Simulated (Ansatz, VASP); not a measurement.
# Li3ClO in two plane-wave programs, part 3 of 3

One calculation is typed for both programs; each brings its own data sets. How far apart do they land? The cell is generated by rule, not measured, and may not be a known phase. The cell is taken from a series of runs on this material, whose earlier steps may have relaxed, scaled, displaced or heated it; both programs get it as it stands.

VASP 6.6.1 and Ansatz 0.2.0.

So far: The structure; VASP: zone-centre phonons, PBEsol.

## 3. Ansatz: zone-centre phonons, PBEsol

Level of this step: Ansatz beside VASP: Kohn-Sham DFT, plane waves, PBEsol (Ansatz).

Ansatz runs on its default PAW (the set named soft_2) files.

The same cell, functional and mesh now go to Ansatz, which takes its cutoff from its data sets.

Contents of input.yaml:

```yaml
crystal:
  lattice:
    - [3.839609949, 0.0, 0.0]
    - [0.0, 3.839609949, 0.0]
    - [0.0, 0.0, 3.839609949]
  atoms:
    - { symbol: Cl, position: [0.0, 0.0, 0.0] }
    - { symbol: O, position: [0.5, 0.5, 0.5] }
    - { symbol: Li, position: [0.5, 0.5, 0.0] }
    - { symbol: Li, position: [0.5, 0.0, 0.5] }
    - { symbol: Li, position: [0.0, 0.5, 0.5] }
kpoints:
  mp_grid: { grid: [8, 8, 8] }
hamiltonian:
  xc: pbesol
scf:
  occupations: { method: fixed }
output:
  eigenvalues: true
phonons:
  method: dfpt
  dielectric: true
  rigid_motions: translations
```

Command:

```bash
$ ansatz run input.yaml --threads 8 --pin off --max-ram 14336MiB --backend cpu --events-out ev --progress --plain --runs-dir out
```

Numbers of over 12 decimals in the logs are rounded to 6 here.

What it wrote:

```text
Engine: ansatz 0.2.0, aarch64-unknown-linux-gnu
Pseudopotentials: kind: paw
Pseudopotential: Cl, paw, valence charge 7, recommended cutoff 420 eV (normal), Cl.paw.azcp
Pseudopotential: O, paw, valence charge 6, recommended cutoff 420 eV (normal), O.paw.azcp
Pseudopotential: Li, paw, valence charge 3, recommended cutoff 420 eV (normal), Li.paw.azcp
Functional definition: PBEsol
  exchange = pbesol_x
  correlation = pbesol_c
Crystal: 5 atoms, lattice volume = 56.606 Å³
Basis set: ecut = 420 eV, 1141 PW (Γ), exchange–correlation on 54×54×54 points (8 copies of the dense FFT grid, shifted against one another)
Bands: 16, of which v1, the nominal top of the filled ones, is band 11 counted from 1 (10 counted from 0)
Symmetry: 48 space group operations
k-points: 170 of 512 (irreducible under 2 space group operations, time reversal used)
Non-local potential: Cl, projectors of the file, l = 0: 2, l = 1: 2, l = 2: 2
Non-local potential: O, projectors of the file, l = 0: 2, l = 1: 2, l = 2: 1
Non-local potential: Li, projectors of the file, l = 0: 3, l = 1: 2, l = 2: 1
PAW form: soft (Blöchl's): semilocal exchange-correlation on the pseudo side does not see the compensation charge
PAW frozen core: Cl, regenerated for the run's functional, and the local potential with it (the file was generated under x = pbe(κ = 0.804, μ = 0.219515), c = pbe(β = 0.066725))
PAW frozen core: O, regenerated for the run's functional, and the local potential with it (the file was generated under x = pbe(κ = 0.804, μ = 0.219515), c = pbe(β = 0.066725))
PAW one-centre angular grid: Cl, 110 points (default); XC on 64 Gauss nodes
PAW one-centre angular grid: O, 110 points (default); XC on 64 Gauss nodes
PAW one-centre angular grid: Li, 110 points (default); XC on 64 Gauss nodes
Initial density: superposition of atomic densities (neutral atoms: chi_scale 0, normalization atom), corrected by the library's trained network
Initial wavefunctions: pseudopotential atomic-orbital guess
Functional: x = pbesol(κ = 0.804, μ = 0.123457), c = pbesol(β = 0.046)
SCF iter   1: F=—  HF=-2237.312888 eV  |F-HF|=—  |Δ(HF+E_count)|=         —  Δρ=9.39e-3  dr2=4.43e-2  ethr=1.77e-3  ⟨swp⟩=4.2  Hψ=11874  notcnv=0  defer=222
preconditioner: auto → Resta (q_TF=auto, 2.331 Å⁻¹)  ε∞=3.3  [insulator: Δε(μ)=4.587 eV  Ē_g=13.003 eV  n_scr=18 (ndim 8)  ℏωp=19.7 eV  f_vac=0.000  ε∞_Penn≈3.3]
SCF iter   2: F=—  HF=-2237.299757 eV  |F-HF|=—  |Δ(HF+E_count)|=   1.31e-2  Δρ=3.24e-3  dr2=4.56e-3  ethr=2.01e-4  ⟨swp⟩=2.0  Hψ=5693  notcnv=0  defer=461
SCF iter   3: F=—  HF=-2237.298551 eV  |F-HF|=—  |Δ(HF+E_count)|=   1.21e-3  Δρ=1.07e-3  dr2=6.69e-4  ethr=2.07e-5  ⟨swp⟩=2.0  Hψ=3663  notcnv=0  defer=502
SCF iter   4: F=—  HF=-2237.298431 eV  |F-HF|=—  |Δ(HF+E_count)|=   1.20e-4  Δρ=3.45e-4  dr2=6.35e-5  ethr=3.04e-6  ⟨swp⟩=2.3  Hψ=4514  notcnv=0  defer=397
SCF iter   5: F=—  HF=-2237.298442 eV  |F-HF|=—  |Δ(HF+E_count)|=   1.09e-5  Δρ=5.01e-5  dr2=1.81e-6  ethr=2.89e-7  ⟨swp⟩=2.0  Hψ=4418  notcnv=0  defer=170
SCF iter   6: F=—  HF=-2237.298442 eV  |F-HF|=—  |Δ(HF+E_count)|=   1.48e-7  Δρ=8.37e-6  dr2=3.45e-8  ethr=8.21e-9  ⟨swp⟩=2.0  Hψ=3714  notcnv=0  defer=170
SCF iter   7: F=—  HF=-2237.298442 eV  |F-HF|=—  |Δ(HF+E_count)|=   7.59e-9  Δρ=1.48e-6  dr2=8.82e-10  ethr=1.57e-10  ⟨swp⟩=2.5  Hψ=4129  notcnv=0  defer=170
SCF iter   8: F=-2237.298442 eV  HF=-2237.298442 eV  |F-HF|=2.14e-11  |Δ(HF+E_count)|=   1.11e-9  Δρ=2.01e-7  dr2=1.82e-11  ethr=1.00e-12  ⟨swp⟩=10.9  Hψ=14923  notcnv=0
SCF 1 converged in 8 iterations: F = -2237.298442 eV  dr2 = 1.82e-11
  greatest PAW one-centre occupation: 1.000 electrons in one spin orbital (limit 2), on the Li atom at site 2 (counted from 0), in its partial waves of l = 0
DFPT response loops at Γ: preconditioner auto → none (the input reference at scf.mixing.eps_inf says where Resta's filter doesn't serve); β = 0.50; Broyden in place of MSR1
SCF converged after 8 iterations
Free energy (F): -2237.298442 eV
Harris-Foulkes:  -2237.298442 eV  (|F-HF|=2.14e-11)
Internal energy: -2237.298442 eV  (E = F + TS)
E sigma→0 (E₀):  -2237.298442 eV
Fermi energy:    3.347983 eV
--- Per-component energies (eV) ---
  E_band       = -265.234737
  E_kinetic    = 405.485540
  E_local      = -911.826003  (includes V_loc(G=0)·N_el)
  E_nonlocal   = -21.770420
  E_hartree    = 295.461438
  E_xc         = -213.424326
  E_vxc        = -259.867254  (∫ρ·V_xc dr)
  E_paw        = -853.104040  (= ΣΔE_a)
  E_vpaw       = -68.181984  (= ΣTr[D̂ρ^β])
  E_aug_tail   = 0.002549  (compensation charges beyond the density's cutoff)
  E_ewald      = -938.236900
  E_core_change = 0.113720  (= ΣΔE_core)
  E_smearing   = -0.000000  (= −TS)
  E_closure    = 0.000000  (closes the sum)
  Σ components = -2237.298442   (vs F -2237.298442, Δ=0.00e0)
--- Band table (eV; the first three rows and the last of 170) ---
  k-point 0: bands = [... 7 lower, 0.2262, 2.8031, 2.8031, 2.8031, 8.2859, 10.2303, 10.2303, 15.3370, ... 1 higher]
  k-point 1: bands = [... 7 lower, 0.2998, 2.6844, 2.7353, 2.7353, 8.5557, 10.1416, 10.5947, 14.1380, ... 1 higher]
  k-point 2: bands = [... 7 lower, 0.5021, 2.4771, 2.5428, 2.5428, 9.1266, 9.9426, 11.6042, 13.0928, ... 1 higher]
  k-point 169: bands = [... 7 lower, -0.4154, 2.5702, 2.5702, 2.5702, 12.1674, 12.1674, 12.1674, 12.2420, ... 1 higher]
--- Phonons (Γ-DFPT): 4 representative perturbations + reference, on 170 of 512 k-points (Σ response iterations 13) ---
  k mesh reduced under 2 symmetry operations, with k and −k counted as one. Each operation leaves every solved perturbation unchanged. A smaller set is not considered because the run solves the response to a homogeneous field
  ASR residual: 3.360e-4 → 0.000e0 eV/Å²; symmetrization residual: 9.649e-7 eV/Å²
  ASR residual per site (eV/Å²): 5.56e-5 2.44e-4 3.36e-4 3.36e-4 3.36e-4
  Γ frequencies (cm⁻¹): 0.00 0.00 0.00 151.07 151.07 151.07 223.75 223.75 223.75 372.06 372.06 372.06 557.58 557.58 557.58
  ε∞ (high-frequency dielectric tensor):
        3.235208     0.000000     0.000000
        0.000000     3.235208     0.000000
        0.000000     0.000000     3.235208
  ε⁰ (static dielectric tensor: ions relaxed, cell fixed):
       15.300738     0.000000     0.000000
        0.000000    15.300738     0.000000
        0.000000     0.000000    15.300738
  ε⁰ − ε∞ (ionic part):
       12.065531     0.000000     0.000000
        0.000000    12.065531     0.000000
        0.000000     0.000000    12.065531
  softest optical mode at Γ: 151.07 cm⁻¹; the repairs (sum rule, projections) moved no ω² at Γ by more than (3.71 cm⁻¹)²
  Born effective charges Z* (e; rows j = field, columns β = displacement):
    site 0:
        -1.26630    0.00000    0.00000
        -0.00000   -1.26630    0.00000
         0.00000    0.00000   -1.26630
    site 1:
        -2.02206    0.00000    0.00000
         0.00000   -2.02206    0.00000
         0.00000    0.00000   -2.02206
    site 2:
         1.14696    0.00000    0.00000
        -0.00000    1.14696    0.00000
         0.00000    0.00000    0.99443
    site 3:
         1.14696    0.00000    0.00000
        -0.00000    0.99443    0.00000
         0.00000    0.00000    1.14696
    site 4:
         0.99443    0.00000    0.00000
        -0.00000    1.14696    0.00000
         0.00000    0.00000    1.14696
  Z* charge neutrality: 8.280e-6 e pre-enforcement
  k-mesh period / interband length: 30.7 Å / 1.30 Å = 23.56 at k = (0.0000, -0.5000, -0.5000), direct gap 4.748 eV — 14 or more, which is no proof of convergence
  optical modes at Γ without the LO–TO term, one row a degenerate level:
      ω (cm⁻¹)  modes    IR ((D/Å)²/amu)
[...]
optical modes at Γ + LO–TO along q̂ = [1.0000, 0.0000, 0.0000]:
      ω (cm⁻¹)  modes    IR ((D/Å)²/amu)
[...]
optical modes at Γ + LO–TO along q̂ = [0.0000, 1.0000, 0.0000]:
      ω (cm⁻¹)  modes    IR ((D/Å)²/amu)
[...]
650.19      1            14.4823
  optical modes at Γ + LO–TO along q̂ = [0.0000, 0.0000, 1.0000]:
      ω (cm⁻¹)  modes    IR ((D/Å)²/amu)
        151.07      2            11.0093
        223.21      1             0.8423
        223.75      3             0.0000
        372.06      2            17.8184
        469.62      1             3.6488
        557.58      2             9.1191
        650.19      1            14.4823
```

## 4. Differences

Known differences besides the potentials themselves: fixed occupations in Ansatz, narrow Gaussian smearing in VASP; the cutoff is 420 eV in Ansatz and 750 eV in VASP; Ansatz makes its cores anew for this functional, VASP keeps those of its PBE data sets. Total energies have different zeros and are not compared.

Compared:

```
                                     quantity  Ansatz   VASP  difference
                                        ε∞ xx    3.24   3.25     -0.31 %
                                        ε∞ yy    3.24   3.25     -0.31 %
                                        ε∞ zz    3.24   3.25     -0.31 %
Born charge of Cl1 (mean of the diagonal) (e)   -1.27  -1.27        0.00
 Born charge of O2 (mean of the diagonal) (e)   -2.02  -2.02        0.00
Born charge of Li3 (mean of the diagonal) (e)    1.10   1.10        0.00
                   optical mode 1 to 3 (cm⁻¹)   151.1  152.0     -0.64 %
                   optical mode 4 to 6 (cm⁻¹)   223.8  224.1     -0.14 %
                   optical mode 7 to 9 (cm⁻¹)   372.1  369.7     +0.64 %
                 optical mode 10 to 12 (cm⁻¹)   557.6  576.4     -3.26 %
```

Modes are paired by rising frequency, not by their patterns, so a pair may set unlike modes beside each other; they are those without the splitting of longitudinal modes.

## 5. Results

* r.m.s. difference of the optical zone-centre modes, each program's sorted by frequency (zone-centre phonons, PBEsol): 9.5 cm⁻¹
* difference in optical mode 10 to 12 (zone-centre phonons, PBEsol): -3.3 %

In words: The r.m.s. difference of the optical zone-centre modes, each program's sorted by frequency is 9.5 cm⁻¹ (zone-centre phonons, PBEsol). Among the rows given in per cent, the largest difference of the zone-centre phonons, PBEsol pair is in optical mode 10 to 12, -3.3 %. How closely two codes agree says nothing of how well the functional describes the real material.

[Lines on the potential files, build, host, timing and source positions are cut from VASP's logs without a mark.]

[Logs are printed without paths, hosts, clocks, repeated set-up lines and the standing remarks that a program may print on its own settings, such as how far it seeks lower states.]

[Hosts, paths, dates, database ids (printed as entryN), source tags and the programs' standing remarks are cut or masked in the printed files.]
